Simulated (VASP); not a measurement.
A run of VASP 6.6.1 is set up as follows.

File INCAR:

```
PREC = Accurate
ENCUT = 600
EDIFF = 1E-6
ISMEAR = 0
SIGMA = 0.05
LREAL = F
LASPH = T
NELM = 100
ALGO = Normal
ISIF = 3
LWAVE = F
LCHARG = F
GGA = PE
IBRION = 2
NSW = 60
EDIFFG = -0.01
```

The input KPOINTS:

```
regular mesh
0
Gamma
  9 9 3
```

POSCAR

```
SbAs3
1.0
    1.7977990200     -2.5568802800      0.0000000000
    1.7977990200      2.5568802800      0.0000000000
    0.0000000000      0.0000000000     10.2254696800
Sb As
1 3
Direct
    0.0000000000      0.0000000000      0.0000000000
    0.5000000000      0.5000000000      0.7507200200
    0.0000000000      0.0000000000      0.5000000000
    0.5000000000      0.5000000000      0.2492799800
```

Potentials or basis: VASP PAW PBE potentials, release 64 (Sb, As).

The run is started by

```bash
$ cat potpaw_PBE.64/Sb/POTCAR potpaw_PBE.64/As/POTCAR > POTCAR
$ mpirun -np 1 vasp_std > vasp.out
```

Estimate the space group after relaxing (to 0.05 Å).

Cmmm (No. 65).

Estimate the relaxed volume.

21.28 Å³/atom.

Estimate the relaxed cell.

a = 3.025 Å, b = 3.025 Å, c = 9.858 Å, α = 90.00°, β = 90.00°, γ = 109.34°.

Final structure:
```yaml
crystal:
  lattice:
    - [1.74956, -2.46809, 0.00000]
    - [1.74956, 2.46809, 0.00000]
    - [0.00000, 0.00000, 9.85776]
  atoms:
    - { symbol: Sb, position: [0.00000, 0.00000, 0.00000] }
    - { symbol: As, position: [0.50000, 0.50000, 0.73066] }
    - { symbol: As, position: [0.00000, 0.00000, 0.50000] }
    - { symbol: As, position: [0.50000, 0.50000, 0.26934] }
```

 The run has no spin-orbit coupling, so splittings on Sb are missing.
